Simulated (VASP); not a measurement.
These are revPBE GGA, VASP's PBE PAW potentials (set 64) (plane waves; VASP) values and carry that method's errors.

VASP input:

INCAR:
```
! general
SYSTEM  =  Ca
PREC    =  Accurate
ENCUT   =  520
LREAL   =  .FALSE.
LASPH   =  .TRUE.

! electronic loop
EDIFF   =  1E-6
NELM    =  100
ALGO    =  Normal

! smearing
ISMEAR  =  1
SIGMA   =  0.1

! functional
GGA     =  RE

! ions
IBRION  =  2
NSW     =  60
ISIF    =  3
EDIFFG  =  -0.01

! output
LWAVE   =  .FALSE.
LCHARG  =  .FALSE.
```

POSCAR:
```
Ca
1
    0.0000000000     2.7900000000     2.7900000000
    2.7900000000     0.0000000000     2.7900000000
    2.7900000000     2.7900000000     0.0000000000
Ca
1
Direct
  0.0000000000   0.0000000000   0.0000000000
```

### KPOINTS
```
Automatic mesh
0
Gamma
10 10 10
0 0 0
```

POTCAR, in this order: Ca_sv (PBE.64 set). Program: vasp_std.

Output

OSZICAR:
```
       N       E                     dE             d eps       ncg     rms          rms(c)
DAV:   1     0.640845658395E+02    0.64085E+02   -0.52919E+03   846   0.102E+03
DAV:   2    -0.520300679630E+00   -0.64605E+02   -0.64305E+02   873   0.226E+02
DAV:   3    -0.171908973607E+01   -0.11988E+01   -0.11942E+01  1325   0.343E+01
DAV:   4    -0.177049241720E+01   -0.51403E-01   -0.51360E-01  1258   0.518E+00
DAV:   5    -0.177118684788E+01   -0.69443E-03   -0.69400E-03  1453   0.476E-01    0.228E+00
DAV:   6    -0.176704099292E+01    0.41459E-02   -0.13046E-02  1086   0.145E+00    0.141E+00
DAV:   7    -0.176710557062E+01   -0.64578E-04   -0.19706E-02  1011   0.195E+00    0.111E-01
DAV:   8    -0.176662147591E+01    0.48409E-03   -0.23601E-03  1018   0.530E-01    0.224E-02
DAV:   9    -0.176664288178E+01   -0.21406E-04   -0.15942E-04  1387   0.967E-02    0.101E-02
DAV:  10    -0.176664245398E+01    0.42780E-06   -0.15305E-05  1059   0.443E-02    0.134E-03
DAV:  11    -0.176664170815E+01    0.74583E-06   -0.90748E-07  1007   0.101E-02
   1 F= -.17666417E+01 E0= -.17667648E+01  d E =-.176664E+01
       N       E                     dE             d eps       ncg     rms          rms(c)
DAV:   1    -0.177067754640E+01   -0.40351E-02   -0.11669E-01   894   0.413E+00    0.377E-01
DAV:   2    -0.176765238979E+01    0.30252E-02   -0.10504E-02   911   0.128E+00    0.203E-01
DAV:   3    -0.176680124131E+01    0.85115E-03   -0.67357E-03  1139   0.741E-01    0.719E-02
DAV:   4    -0.176681365142E+01   -0.12410E-04   -0.51874E-04   995   0.274E-01    0.335E-02
DAV:   5    -0.176687573850E+01   -0.62087E-04   -0.12850E-04  1343   0.663E-02    0.127E-02
DAV:   6    -0.176687423849E+01    0.15000E-05   -0.14015E-05  1452   0.226E-02    0.246E-03
DAV:   7    -0.176687289207E+01    0.13464E-05   -0.25685E-06  1082   0.148E-02    0.703E-03
DAV:   8    -0.176687580231E+01   -0.29102E-05   -0.20980E-06  1041   0.162E-02    0.126E-04
DAV:   9    -0.176687563904E+01    0.16326E-06   -0.67627E-08   465   0.203E-03
   2 F= -.17668756E+01 E0= -.17670078E+01  d E =-.233931E-03
       N       E                     dE             d eps       ncg     rms          rms(c)
DAV:   1    -0.176769612207E+01   -0.82032E-03   -0.24292E-02   892   0.188E+00    0.173E-01
DAV:   2    -0.176706768808E+01    0.62843E-03   -0.21751E-03   901   0.585E-01    0.924E-02
DAV:   3    -0.176689269840E+01    0.17499E-03   -0.13941E-03  1117   0.337E-01    0.324E-02
DAV:   4    -0.176689355949E+01   -0.86108E-06   -0.10738E-04   978   0.124E-01    0.152E-02
DAV:   5    -0.176690283701E+01   -0.92775E-05   -0.26530E-05  1306   0.298E-02    0.598E-03
DAV:   6    -0.176690117957E+01    0.16574E-05   -0.28752E-06  1206   0.105E-02    0.120E-03
DAV:   7    -0.176690039072E+01    0.78884E-06   -0.40012E-07   488   0.714E-03
   3 F= -.17669004E+01 E0= -.17670358E+01  d E =-.258683E-03
```

**OUTCAR**
```
------------------------ aborting loop because EDIFF is reached ----------------------------------------
  FORCE on cell =-STRESS in cart. coord.  units (eV):
  Direction    XX          YY          ZZ          XY          YZ          ZX
  --------------------------------------------------------------------------------------
  Total        0.0010057      0.0010057      0.0010057      0.0000000      0.0000000     -0.0000000
  in kB        0.0367099      0.0367099      0.0367099      0.0000000      0.0000000     -0.0000000
  external PRESSURE =       0.0367099 kB  Pullay stress =       0.0000000 kB
  volume of cell :       43.89
      direct lattice vectors                 reciprocal lattice vectors
    -0.000000000  2.799794169  2.799794169    -0.178584556  0.178584556  0.178584556
     2.799794169  0.000000000  2.799794169     0.178584556 -0.178584556  0.178584556
     2.799794169  2.799794169 -0.000000000     0.178584556  0.178584556 -0.178584556
 POSITION                                       TOTAL-FORCE (eV/Angst)
 -----------------------------------------------------------------------------------
      0.00000      0.00000      0.00000         0.000000     -0.000000     -0.000000
 -----------------------------------------------------------------------------------
    total drift:                               -0.000000     -0.000000     -0.000000
  FREE ENERGIE OF THE ION-ELECTRON SYSTEM (eV)
  ---------------------------------------------------
  free  energy   TOTEN  =        -1.7669003907 eV

  energy  without entropy=       -1.7673065583  energy(sigma->0) =       -1.76703578

 reached required accuracy - stopping structural energy minimisation
```
(Selected blocks of OUTCAR.)

### CONTCAR
```
Ca
   1.00000000000000
    -0.0000000000000000    2.7997941692231825    2.7997941692231825
     2.7997941692231825    0.0000000000000000    2.7997941692231825
     2.7997941692231825    2.7997941692231825   -0.0000000000000000
  Ca
     1
Direct
     0.0000000000000000    0.0000000000000000    0.0000000000000000
```

The compound is Ca in the fcc structure. This run relaxes it. Symmetry was kept, so distortions that lower it aren't found.
